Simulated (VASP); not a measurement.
A convergence study with VASP on CdTe (zinc blende): one setting is varied, all else stays as given below, so the limit is that of these other settings. Each run relaxes cell and ions from the cell shown. The basis is that of the starting cell, so low cut-offs carry a Pulay error.

```xyz
2
Lattice="0.0000 3.2400 3.2400 3.2400 0.0000 3.2400 3.2400 3.2400 0.0000" Properties=species:S:1:pos:R:3 pbc="T T T"
Cd     0.0000     0.0000     0.0000
Te     1.6200     1.6200     1.6200
```

Method: LDA (Ceperley-Alder, Perdew-Zunger), VASP's LDA PAW potentials (set 64) (plane waves; VASP). The tightest run used: 700 eV cut-off, 6×6×6 Γ-centred mesh, Gaussian smearing of 0.050 eV, potentials Cd Te.

Unless said otherwise, spin-orbit coupling is left out, though it shifts the bands of the heavy elements here. Gaps are read on the run's mesh, which can miss a band edge.

**Question.** The settings run are ENCUT = 200; ENCUT = 250; ENCUT = 300; ENCUT = 350; ENCUT = 400; ENCUT = 450; ENCUT = 500; ENCUT = 550; ENCUT = 600; ENCUT = 650; ENCUT = 700. From which on does the relaxed volume stay within 0.1 Å³/atom of the tightest run?…

**Answer.** From ENCUT = 450 on: it is off by 0.046 there and by no more than 0.1 in any finer run, while ENCUT = 400 is off by 0.194.
```
setting      relaxed volume (Å³/atom)  E (eV/atom)  gap on the mesh (eV)  plane waves  difference judged (Å³/atom)
-----------  ------------------------  -----------  --------------------  -----------  ---------------------------
ENCUT = 200                    27.543      -3.4565                 1.203          447                        5.563
ENCUT = 250                    31.782      -3.0442                 0.757          624                        1.324
ENCUT = 300                    33.098      -3.0220                 0.629          821                        0.008
ENCUT = 350                    32.866      -3.0231                 0.653         1020                        0.240
ENCUT = 400                    32.912      -3.0233                 0.650         1258                        0.194
ENCUT = 450                    33.060      -3.0225                 0.638         1488                        0.046
ENCUT = 500                    33.111      -3.0223                 0.633         1759                        0.005
ENCUT = 550                    33.095      -3.0223                 0.634         2012                        0.011
ENCUT = 600                    33.083      -3.0224                 0.636         2285                        0.023
ENCUT = 650                    33.092      -3.0223                 0.635         2637                        0.014
ENCUT = 700                    33.106      -3.0222                 0.633         2884                        0.000
```

Left out are rungs that failed or repeat a setting and relaxations that didn't move; long series are thinned to 24 rows.

The compound is CdTe in the zinc blende structure.
